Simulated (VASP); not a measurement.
Method: LDA (Ceperley-Alder, Perdew-Zunger), VASP's LDA PAW potentials (set 64) (plane waves; VASP).

Input for VASP

File POSCAR:
```
AuZn
1.0
  3.1002376806   0.0000000000   0.0000000000
  0.0000000000   3.1002376806   0.0000000000
  0.0000000000   0.0000000000   3.1002376806
Zn Au
1 1
Cart
  1.5501188403   1.5501188403   1.5501188403
  0.0000000000   0.0000000000   0.0000000000
```

**KPOINTS**
```
Automatic mesh
0
Gamma
11 11 11
0 0 0
```

### INCAR
```
# general
SYSTEM  = AuZn
PREC    = Accurate
ENCUT   = 520
LREAL   = .False.
LASPH   = .True.   # aspherical one-centre terms

# electronic loop
EDIFF   = 1E-6   # SCF stop (eV)
NELM    = 100
ALGO    = Normal   # blocked Davidson
LMAXMIX = 6   # l cut-off of mixed one-centre charges

# smearing
ISMEAR  = 1   # Methfessel-Paxton
SIGMA   = 0.1   # width (eV)

# ions
IBRION  = 2   # conjugate gradients
NSW     = 60
ISIF    = 3
EDIFFG  = -0.01

# output
LWAVE   = .False.
LCHARG  = .False.
```

POTCAR, in this order: Zn Au (LDA.64 set). Program: vasp_std.

Unless said otherwise, spin-orbit coupling is left out, though it shifts the bands of the heavy elements here.

### Question
Predict the energy per atom (σ→0), band gap (on the k-mesh).

### Answer

```yaml
energy per atom (σ→0): -3.379 eV/atom
band gap (on the k-mesh): none (metal, semimetal or under 0.01 eV)
```

OSZICAR:
```
...
DAV:   5    -0.731924642651E+01   -0.30063E-03   -0.30063E-03  2051   0.543E-01    0.989E+00
DAV:   6    -0.680558045609E+01    0.51367E+00   -0.17079E+00  1708   0.159E+01    0.604E+00
DAV:   7    -0.676951180963E+01    0.36069E-01   -0.40021E-02  2380   0.458E+00    0.311E+00
DAV:   8    -0.675805197133E+01    0.11460E-01   -0.10236E-02  1967   0.122E+00    0.131E-01
DAV:   9    -0.675806194138E+01   -0.99700E-05   -0.41349E-04  1938   0.284E-01    0.654E-02
DAV:  10    -0.675806111286E+01    0.82852E-06   -0.39007E-05  2141   0.106E-01    0.164E-02
DAV:  11    -0.675806018579E+01    0.92708E-06   -0.75066E-06  1890   0.703E-02
   1 F= -.67580602E+01 E0= -.67577540E+01  d E =-.675806E+01
```

The compound is AuZn in the CsCl type structure. It was relaxed first. The start is the result of an earlier pass. The electron count is odd and the run is not spin-polarised, which forces a metal.
